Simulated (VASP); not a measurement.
Here is the system:

```
CELL_PARAMETERS angstrom
      4.60844     0.00000     0.00000
      0.00000     4.60844     0.00000
      0.00000     0.00000     2.96066
ATOMIC_POSITIONS crystal
  Ti 0.00000 0.00000 0.00000
  Ti 0.50000 0.50000 0.50000
  O  0.30447 0.30447 0.00000
  O  0.80447 0.19553 0.50000
  O  0.19553 0.80447 0.50000
  O  0.69553 0.69553 0.00000
```

Level of theory: PBE GGA with D4 dispersion, VASP's PBE PAW potentials (set 64) (plane waves; VASP). Settings: 520 eV cut-off, Gaussian smearing of 0.050 eV, potentials Ti_sv O.

Give the energies of bands 14 to 27 at the high-symmetry points, in eV from the valence-band maximum.

```tsv
band	Γ	X	M	Z	R	A
14	-5.31	-4.89	-5.51	-4.46	-5.02	-4.69
15	-4.88	-3.73	-3.86	-3.69	-3.97	-4.55
16	-3.79	-3.73	-3.86	-3.69	-3.97	-4.55
17	-3.79	-3.22	-2.83	-3.61	-3.26	-3.51
18	-2.55	-3.22	-2.83	-3.61	-3.26	-3.51
19	-2.55	-3.04	-2.17	-2.76	-2.37	-2.73
20	-1.97	-3.04	-2.17	-2.76	-2.37	-2.73
21	-0.70	-1.63	-1.30	-2.34	-2.03	-1.27
22	-0.45	-1.63	-1.30	-2.34	-2.03	-1.27
23	-0.45	-0.74	-1.07	-1.42	-1.03	-0.68
24	0.00	-0.74	-1.07	-1.42	-1.03	-0.68
25	1.84	2.50	1.87	2.93	1.88	2.56
26	2.12	2.50	1.87	2.93	1.88	2.56
27	2.38	2.98	2.49	3.14	3.16	3.17
```

The gap is direct, 1.84 eV, from the valence maximum at Γ to the conduction minimum at Γ.

The compound is TiO2 in the rutile structure. It was relaxed first.
